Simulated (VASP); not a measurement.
Input:

```xyz
2
Lattice="4.1204 0.0000 0.0000 0.0000 4.0463 0.0000 0.0000 0.0000 4.1635" Properties=species:S:1:pos:R:3 pbc="T T T"
Cs     0.0000     0.0000     0.0000
Cl     2.1562     2.0231     2.0818
```

Calculation: PBE GGA, VASP's PBE PAW potentials (set 64) (plane waves; VASP 6.6.1). Run with EDIFF = 1E-3, 400 eV cut-off, 6×6×6 Γ-centred mesh, Gaussian smearing of 0.050 eV, potentials Cs_sv Cl.

Unless said otherwise, spin-orbit coupling is left out, though it shifts the bands of the heavy elements here.

Problem. Predict the energy per atom (σ→0), pressure, largest force, band gap (on the k-mesh) with the smallest direct gap where there is one.

Solution. 
```
Property                                      Value
-----------------------------------  --------------
band gap (on the k-mesh)                    5.21 eV
smallest direct gap (on the k-mesh)         5.21 eV
energy per atom (σ→0)                -3.257 eV/atom
pressure                                   1.20 GPa
largest force                            0.087 eV/Å
```

Only differences to runs with the same potentials and settings are physical.

The compound is CsCl in the CsCl type structure. The cell was not relaxed at this level, atoms are displaced from their ideal sites. The run is one of a series of settings (EDIFF = 1E-3 against the base run), some of them coarse on purpose.
